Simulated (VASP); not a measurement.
# SnTeS4 (P-3m1) in VASP: phonons with PBE

Aim: the phonons of SnTeS4 with PBE.

Program: VASP 6.6.1. These are calculated values, not measurements. Logs are shortened: lines on timing, memory, paths and dates and some standing lists are left out, and cuts for length are marked.

**1. The structure**

Symmetry: P-3m1, No. 164, trigonal system. The conventional cell has a = 3.761 Å, b = 3.761 Å, c = 13.576 Å, α = 90.00°, β = 90.00°, γ = 120.00°. Sn (site symmetry -3m) has 6 S at 2.62 Å as nearest neighbours. Te (site symmetry -3m) has 6 S at 2.68 Å as nearest neighbours. S (site symmetry 3m) is surrounded by 3 Te at 2.68 Å. S (site symmetry 3m) is surrounded by 3 Sn at 2.62 Å.

The cell was built by a generator and needn't be a form met in nature.

**2. Phonons, PBE**

The input, POSCAR:

```
SnTeS4
1.0
    3.7609660000      0.0000000000      0.0000000000
   -1.8804830000      3.2570920000      0.0000000000
    0.0000000000      0.0000000000     13.5761500000
Sn Te S
1 1 4
Direct
    0.0000000000      0.0000000000      0.5000000000
    0.0000000000      0.0000000000      0.0000000000
    0.6666670000      0.3333330000      0.8842050000
    0.6666670000      0.3333330000      0.3926370000
    0.3333330000      0.6666670000      0.6073630000
    0.3333330000      0.6666670000      0.1157950000
```

The input, INCAR.step1:

```
PREC = Accurate
ENCUT = 520
EDIFF = 1E-8
ISMEAR = 0
SIGMA = 0.03
LREAL = False
LASPH = True
NELM = 60
ALGO = Fast
ISIF = 3
LWAVE = False
LCHARG = False
GGA = PE
KPAR = 2
IBRION = 2
NSW = 40
EDIFFG = -0.002
```

The input, INCAR.step2:

```
PREC = Accurate
ENCUT = 520
EDIFF = 1E-8
ISMEAR = 0
SIGMA = 0.03
LREAL = False
LASPH = True
NELM = 60
ALGO = Fast
ISIF = 2
LWAVE = False
LCHARG = False
GGA = PE
KPAR = 2
IBRION = 6
NFREE = 2
POTIM = 0.015
NSW = 1
```

The input, KPOINTS:

```
regular mesh
0
Gamma
  8 8 2
```

Potentials or basis: VASP PAW PBE potentials, release 64 (Sn_d, Te, S).

The run is started by

```console
> cat potpaw_PBE.64/Sn_d/POTCAR potpaw_PBE.64/Te/POTCAR potpaw_PBE.64/S/POTCAR > POTCAR
> cp INCAR.step1 INCAR
> mpirun -np 2 vasp_std > vasp.out
> cp CONTCAR POSCAR
> cp INCAR.step2 INCAR
> mpirun -np 2 vasp_std > vasp.out
```

OUTCAR:

```text
PREC = Accurate
   ENCUT = 520
   EDIFF = 1E-8
   ISMEAR = 0
   LREAL = False
   LASPH = True
   NELM = 60
   ISIF = 2
   GGA = PE
   IBRION = 6
   NFREE = 2
   POTIM = 0.015
   NSW = 1

 ion  position               nearest neighbor table
   1  0.000  0.000  0.500-   4 2.62   5 2.62   5 2.62   4 2.62   4 2.62   5 2.62
   2  0.000  0.000  0.000-   3 2.68   6 2.68   6 2.68   3 2.68   3 2.68   6 2.68
   3  0.667  0.333  0.884-   2 2.68   2 2.68   2 2.68
   4  0.667  0.333  0.393-   1 2.62   1 2.62   1 2.62
   5  0.333  0.667  0.607-   1 2.62   1 2.62   1 2.62
   6  0.333  0.667  0.116-   2 2.68   2 2.68   2 2.68

  LATTYP: Found a hexagonal cell.
 ALAT       =     3.7606838382
 C/A-ratio  =     3.6099133392

  Lattice vectors:

 A1 = (   3.7606838382,   0.0000000000,   0.0000000000)
 A2 = (  -1.8803419191,   3.2568476407,   0.0000000000)
 A3 = (   0.0000000000,   0.0000000000,  13.5757427520)

Analysis of symmetry for initial positions (statically):
=====================================================================
 Subroutine PRICEL returns:
 Original cell was already a primitive cell.

 Routine SETGRP: Setting up the symmetry group for a
 hexagonal supercell.

 Subroutine GETGRP returns: Found 12 space group operations
 (whereof 12 operations were pure point group operations)
 out of a pool of 24 trial point group operations.

The static configuration has the point symmetry D_3d.

Analysis of symmetry for dynamics (positions and initial velocities):
=====================================================================
 Subroutine PRICEL returns:
 Original cell was already a primitive cell.

 Routine SETGRP: Setting up the symmetry group for a
 hexagonal supercell.

 Subroutine GETGRP returns: Found 12 space group operations
 (whereof 12 operations were pure point group operations)
 out of a pool of 24 trial point group operations.

The dynamic configuration has the point symmetry D_3d.

 Subroutine INISYM returns: Found 12 space group operations
 (whereof 12 operations are pure point group operations),
 and found     1 'primitive' translations

----------------------------------------------------------------------------------------

                                     Primitive cell

  volume of cell :     166.2753

  direct lattice vectors                    reciprocal lattice vectors
     3.760683838  0.000000000  0.000000000     0.265909085  0.153522687  0.000000000
    -1.880341919  3.256847641  0.000000000     0.000000000  0.307045373  0.000000000
     0.000000000  0.000000000 13.575742752     0.000000000  0.000000000  0.073660795

  length of vectors
     3.760683838  3.760683753 13.575742752     0.307045366  0.307045373  0.073660795

  position of ions in fractional coordinates (direct lattice)
     0.000000000  0.000000000  0.500000000
     0.000000000  0.000000000  0.000000000
     0.666667000  0.333333000  0.884215465
     0.666667000  0.333333000  0.392639704
     0.333333000  0.666667000  0.607360296
     0.333333000  0.666667000  0.115784535

  ion indices of the primitive-cell ions
   primitive index   ion index
                 1           1
                 2           2
                 3           3
                 4           4
                 5           5
                 6           6

----------------------------------------------------------------------------------------

 KPOINTS: regular mesh

Automatic generation of k-mesh.
 Grid dimensions read from file:
 generate k-points for:    8    8    2

 Generating k-lattice:

  Cartesian coordinates                     Fractional coordinates (reciprocal lattice)
     0.033238636  0.019190336  0.000000000     0.125000000  0.000000000  0.000000000
     0.000000000  0.038380672  0.000000000     0.000000000  0.125000000  0.000000000
     0.000000000  0.000000000  0.036830397     0.000000000  0.000000000  0.500000000

  Length of vectors
     0.038380671  0.038380672  0.036830397

  Shift w.r.t. Gamma in fractional coordinates (k-lattice)
     0.000000000  0.000000000  0.000000000

 Subroutine IBZKPT returns following result:
 ===========================================

 Found     20 irreducible k-points:

 Following reciprocal coordinates:
            Coordinates               Weight
  0.000000  0.000000  0.000000      1.000000
  0.125000  0.000000  0.000000      6.000000
  0.250000  0.000000  0.000000      6.000000
  0.375000  0.000000  0.000000      6.000000
  0.500000  0.000000  0.000000      3.000000
  0.125000  0.125000  0.000000      6.000000
[... 12 lines left out ...]
  0.250000  0.250000  0.500000      6.000000
  0.375000  0.250000  0.500000      6.000000
   k-points           NKPTS =     20   k-points in BZ     NKDIM =     20   number of bands    NBANDS=     26
   number of dos      NEDOS =    301   number of ions     NIONS =      6
   total plane-waves  NPLWV =  84672
   dimension x,y,z NGX =    28 NGY =   28 NGZ =  108
   dimension x,y,z NGXF=    56 NGYF=   56 NGZF=  216
   ions per type =               1   1   4
   NGX,Y,Z   is equivalent  to a cutoff of  12.38, 12.38, 13.23 a.u.
   NGXF,Y,Z  is equivalent  to a cutoff of  24.76, 24.76, 26.45 a.u.
 SYSTEM =  unknown system
   PREC   = accura    normal or accurate (medium, high low for compatibility)
   ISTART =      0    job   : 0-new  1-cont  2-samecut
   ICHARG =      2    charge: 1-file 2-atom 10-const
   ISPIN  =      1    spin polarized calculation?
   LNONCOLLINEAR =      F non collinear calculations
   LSORBIT =      F    spin-orbit coupling
   LASPH  =      T    aspherical Exc in radial PAW
   ENCUT  =  520.0 eV  38.22 Ry    6.18 a.u.   6.99  6.99 25.24*2*pi/ulx,y,z
   NELM   =     60;   NELMIN=  2; NELMDL=  0     # of ELM steps
   EDIFF  = 0.1E-07   stopping-criterion for ELM
   LREAL  =      F    real-space projection
   EDIFFG = 0.1E-06   stopping-criterion for IOM
   NSW    =    109    number of steps for IOM
   IBRION =      6    ionic relax: 0-MD 1-quasi-New 2-CG
   NFREE  =      2    steps in history (QN), initial steepest desc. (CG)
   ISIF   =      2    stress and relaxation
   ISYM   =      2    0-nonsym 1-usesym 2-fastsym
   POTIM  = 0.0150    time-step for ionic-motion
   TEBEG  =    0.0;   TEEND  =   0.0 temperature during run
   PSTRESS=    0.0 pullay stress
   NELECT =      44.0000    total number of electrons
   NUPDOWN=      -1.0000    fix difference up-down
   EMIN   =  10.00;   EMAX   =-10.00  energy-range for DOS
   EFERMI =   0.00;   METHOD = LEGACY
   ISMEAR =     0;   SIGMA  =   0.03  broadening in eV -4-tet -1-fermi 0-gaus
   EFERMI_NEDOS =   21; number of points for ismear=-14 and -15
   IALGO  =     68    algorithm
   IMIX   =      4    mixing-type and parameters
     AMIX     =   0.40;   BMIX     =  1.00
     AMIX_MAG =   1.60;   BMIX_MAG =  1.00
  volume/ion in A,a.u.               =      27.71       187.01
  Fermi-wavevector in a.u.,A,eV,Ry     =   1.051033  1.986165 15.029959  1.104671
  Thomas-Fermi vector in A             =   2.186060
   LORBIT       =      0    0 simple, 1 ext, 2 COOP (PROOUT), +10 PAW based schemes
   GGA     = PE    functional components
   LHFCALC =     F    Hartree Fock is set to
   AEXX    =    0.0000 exact exchange contribution
   IVDW    =     0    specifies the selected vdW correction
   LEPSILON=     F    determine dielectric tensor
   LRPA    =     F    only Hartree local field effects (RPA)
 finite differences with symmetry
 non-spin polarized calculation
 RMM-DIIS sequential band-by-band and
 Gauss-broadening in eV      SIGMA  =   0.03
  energy-cutoff  :      520.00
  volume of cell :      166.28
 maximum number of plane-waves:      4507
 NGX is ok and might be reduce to    28
   NGX = 13   NGY = 13   NGZ = 51

--------------------------------------- Ionic step        1  -------------------------------------------

 number of electron      43.9999992 magnetization

 Free energy of the ion-electron system (eV)
  ---------------------------------------------------
  ext. energy  EPLUGINS =         0.00000000
  ---------------------------------------------------
  free energy    TOTEN  =       -24.31079860 eV

  energy without entropy =      -24.31079860  energy(sigma->0) =      -24.31079860

------------------------ aborting loop because EDIFF is reached ----------------------------------------

  FORCE on cell =-STRESS in cart. coord.  units (eV):
  Direction    XX          YY          ZZ          XY          YZ          ZX
  --------------------------------------------------------------------------------------
  -------------------------------------------------------------------------------------
  Total        0.0053933      0.0053933      0.0093514      0.0000000      0.0000000      0.0000000
  in kB        0.0519677      0.0519677      0.0901067      0.0000000      0.0000000      0.0000000
  external PRESSURE =       0.0646807 kB  Pullay stress =       0.0000000 kB
[... 101 lines left out ...]
  FREE ENERGIE OF THE ION-ELECTRON SYSTEM (eV)
  ---------------------------------------------------
  free  energy   TOTEN  =       -24.3102124750 eV

  energy  without entropy=      -24.3102124750  energy(sigma->0) =      -24.31021247

[... ionic steps 4 to 14 ...]

--------------------------------------- Ionic step       15  -------------------------------------------

 number of electron      43.9999992 magnetization

------------------------ aborting loop because EDIFF is reached ----------------------------------------
[... 75 lines left out ...]
--------------------------------------- Ionic step       17  -------------------------------------------

 number of electron      43.9999992 magnetization

 Free energy of the ion-electron system (eV)
  ---------------------------------------------------
  ext. energy  EPLUGINS =         0.00000000
  ---------------------------------------------------
  free energy    TOTEN  =       -24.30980597 eV

  energy without entropy =      -24.30980597  energy(sigma->0) =      -24.30980597

 E-fermi :   3.6089     XC(G=0):  -8.5275

 val. band max:        3.4718734659   @ k =   0.1250   0.1250   0.0000
 cond. band min:       4.0964378764   @ k =   0.5000   0.0000   0.5000
 fundamental gap:      0.6245644106
 Fermi energy:         3.6089411082

 k-point     1 :       0.0000    0.0000    0.0000
  band No.  band energies     occupation
      1     -18.1381      2.00000
      2     -18.1381      2.00000
      3     -18.1152      2.00000
      4     -18.0914      2.00000
      5     -18.0914      2.00000
      6     -11.6673      2.00000
[... 602 lines left out ...]
  FREE ENERGIE OF THE ION-ELECTRON SYSTEM (eV)
  ---------------------------------------------------
  free  energy   TOTEN  =       -24.3098059674 eV

  energy  without entropy=      -24.3098059674  energy(sigma->0) =      -24.30980597

 INTERNAL STRAIN TENSORS FROM DISPLACED ATOMS
 ============================================

 INTERNAL STRAIN TENSOR FOR ION    1 for displacements in x,y,z  (eV/Angst):
          X           Y           Z          XY          YZ          ZX
  --------------------------------------------------------------------------------
  x     0.00000     0.00000     0.00000     0.00000     0.00000     0.00000
  y     0.00000     0.00000     0.00000     0.00000     0.00000     0.00000
  z     0.00000     0.00000     0.00000     0.00000     0.00000     0.00000

 INTERNAL STRAIN TENSOR FOR ION    6 for displacements in x,y,z  (eV/Angst):
          X           Y           Z          XY          YZ          ZX
  --------------------------------------------------------------------------------
  x     0.00000     0.00000     0.00000     4.52919     0.00000    -9.62881
  y     4.52919    -4.52919     0.00000     0.00000    -9.62881     0.00000
  z    -6.77865    -6.77865   -13.08065     0.00000     0.00000     0.00000

 Eigenvectors and eigenvalues of the dynamical matrix
 ----------------------------------------------------

   1 f  =    9.844566 THz    61.855234 2PiTHz  328.379385 cm-1    40.713837 meV
             X         Y         Z           dx          dy          dz
      0.000000  0.000000  6.787871     0.000000   -0.000000    0.588076
      0.000000  0.000000  0.000000    -0.000000    0.000000   -0.074982
      1.880344  1.085615 12.003882    -0.000000    0.000000    0.074958
      1.880344  1.085615  5.330376    -0.000000   -0.000000   -0.564494
     -0.000002  2.171233  8.245367    -0.000000    0.000000   -0.564494
     -0.000002  2.171233  1.571861     0.000000   -0.000000    0.074958
[... 145 lines left out ...]
  18 f/i=    0.199981 THz     1.256516 2PiTHz    6.670640 cm-1     0.827054 meV
             X         Y         Z           dx          dy          dz
      0.000000  0.000000  6.787871     0.773470    0.000000   -0.000000
      0.000000  0.000000  0.000000    -0.236347   -0.000000    0.000000
      1.880344  1.085615 12.003882    -0.113053   -0.000000    0.000000
      1.880344  1.085615  5.330376     0.400201    0.000000   -0.000000
     -0.000002  2.171233  8.245367     0.400201    0.000000   -0.000000
     -0.000002  2.171233  1.571861    -0.113053   -0.000000    0.000000

 ELASTIC MODULI CONTR FROM IONIC RELAXATION (kBar)
 Direction    XX          YY          ZZ          XY          YZ          ZX
 --------------------------------------------------------------------------------
 XX        -249.0322   -118.4355   -377.7205      0.0000    126.3770      0.0000
 YY        -118.4355   -249.0322   -377.7205     -0.0000   -126.3770      0.0000
 ZZ        -377.7205   -377.7205   -780.4650     -0.0000     -0.0000      0.0000
 XY           0.0000     -0.0000     -0.0000    -65.2984     -0.0000    126.3770
 YZ         126.3770   -126.3770     -0.0000     -0.0000   -453.6731      0.0000
 ZX           0.0000      0.0000      0.0000    126.3770      0.0000   -453.6729
 --------------------------------------------------------------------------------
```

Wall time 21 min (2 MPI ranks of Intel Xeon Platinum 8488C (Sapphire Rapids), shared host); peak memory 0.63 GiB.

Results:

- Highest phonon frequency at Γ, LO-TO splitting left out: 328 cm⁻¹

Phonon frequencies in cm⁻¹ (negative: imaginary):
| q point | frequencies |
| --- | --- |
| (0.000, 0.000, 0.000) | -7 -7 -1 4 4 14 93 93 185 185 185 185 228 228 267 285 306 328 |

Caveat: this functional lacks dispersion, which binds the layers, so the pressure and a relaxed spacing across them are unreliable. Spin-orbit coupling is left out, which matters for the levels of Te.
